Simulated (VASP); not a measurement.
Level of theory: PBE GGA, VASP's PBE PAW potentials (set 64) (plane waves; VASP).

VASP input:

### KPOINTS
```
Automatic mesh
0
Gamma
17 17 17
0 0 0
```

**POSCAR**
```
Cu
1
   -0.0000000000     1.8161061920     1.8161061920
    1.8161061920     0.0000000000     1.8161061920
    1.8161061920     1.8161061920    -0.0000000000
Cu
1
Direct
  0.0000000000   1.0000000000   0.0000000000
```

**INCAR**
```
# general
SYSTEM  = Cu
PREC    = Accurate
ENCUT   = 500
LREAL   = .FALSE.
LASPH   = .TRUE.

# electronic loop
EDIFF   = 1E-6
NELM    = 100
ALGO    = Normal
LMAXMIX = 4

# smearing
ISMEAR  = 1
SIGMA   = 0.1

# functional
GGA     = PE

# ions
IBRION  = 2
NSW     = 40
ISIF    = 3
EDIFFG  = -0.02

# output
LWAVE   = .FALSE.
LCHARG  = .FALSE.
```

POTCAR, in this order: Cu (PBE.64 set). Program: vasp_std.

The resulting files:

**OSZICAR**
```
       N       E                     dE             d eps       ncg     rms          rms(c)
DAV:   1     0.358239420405E+02    0.35824E+02   -0.56380E+03  3106   0.199E+03
DAV:   2    -0.417790678225E+01   -0.40002E+02   -0.38169E+02  2990   0.194E+02
DAV:   3    -0.462301952013E+01   -0.44511E+00   -0.44371E+00  3573   0.302E+01
DAV:   4    -0.462606627144E+01   -0.30468E-02   -0.30465E-02  3643   0.223E+00
DAV:   5    -0.462610057665E+01   -0.34305E-04   -0.34306E-04  3599   0.189E-01    0.765E+00
DAV:   6    -0.411174500671E+01    0.51436E+00   -0.17149E+01  3124   0.959E+01    0.399E+00
DAV:   7    -0.373820797774E+01    0.37354E+00   -0.27194E+00  3162   0.379E+01    0.590E-01
DAV:   8    -0.372722423749E+01    0.10984E-01   -0.51734E-03  3269   0.114E+00    0.281E-01
DAV:   9    -0.372582235336E+01    0.14019E-02   -0.98868E-03  3361   0.213E+00    0.273E-02
DAV:  10    -0.372582694167E+01   -0.45883E-05   -0.28550E-05  4343   0.959E-02    0.109E-02
DAV:  11    -0.372582509100E+01    0.18507E-05   -0.29056E-06  2741   0.374E-02    0.378E-04
DAV:  12    -0.372582519378E+01   -0.10278E-06   -0.42282E-08  1670   0.284E-03
   1 F= -.37258252E+01 E0= -.37259086E+01  d E =-.372583E+01
```

File OUTCAR:
```
------------------------ aborting loop because EDIFF is reached ----------------------------------------
  FORCE on cell =-STRESS in cart. coord.  units (eV):
  Direction    XX          YY          ZZ          XY          YZ          ZX
  --------------------------------------------------------------------------------------
  Total       -0.0105572     -0.0105572     -0.0105572      0.0000000      0.0000000      0.0000000
  in kB       -1.4119108     -1.4119108     -1.4119108      0.0000000      0.0000000      0.0000000
  external PRESSURE =      -1.4119108 kB  Pullay stress =       0.0000000 kB
  volume of cell :       11.98
      direct lattice vectors                 reciprocal lattice vectors
     0.000000000  1.816106192  1.816106192    -0.275314297  0.275314297  0.275314297
     1.816106192  0.000000000  1.816106192     0.275314297 -0.275314297  0.275314297
     1.816106192  1.816106192  0.000000000     0.275314297  0.275314297 -0.275314297
 POSITION                                       TOTAL-FORCE (eV/Angst)
 -----------------------------------------------------------------------------------
      0.00000      0.00000      0.00000         0.000000      0.000000     -0.000000
 -----------------------------------------------------------------------------------
    total drift:                               -0.000000     -0.000000     -0.000000
  FREE ENERGIE OF THE ION-ELECTRON SYSTEM (eV)
  ---------------------------------------------------
  free  energy   TOTEN  =        -3.7258251938 eV

  energy  without entropy=       -3.7260754560  energy(sigma->0) =       -3.72590861

 reached required accuracy - stopping structural energy minimisation
```
(Selected blocks of OUTCAR.)

The compound is Cu in the fcc structure. It was relaxed first.
